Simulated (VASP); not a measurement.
```xyz
2
Lattice="1.4624 -2.5330 0.0000 1.4624 2.5330 0.0000 0.0000 0.0000 2.8484" Properties=species:S:1:pos:R:3 pbc="T T T"
W      0.0000     0.0000     0.0000
C      1.4624     0.8443     1.4242
```

Calculation: PBE GGA, VASP's PBE PAW potentials (set 64) (plane waves; VASP 6.6.1). Run with 520 eV cut-off, 16×16×14 Γ-centred mesh, tetrahedra with Blöchl corrections, potentials W_sv C.

**Question.** The job: WC (wc), 2 atoms, PBE, static run, 520 eV, 16×16×14 Γ-centred mesh. Roughly how much core time does it take on a busy server core?

**Answer.** About 30 core-seconds (one run on a shared machine, a rough figure). It had 240 irreducible k-points, 13 bands, up to 599 plane waves and 13 electronic steps.

The compound is WC in the wc structure. It was relaxed first.
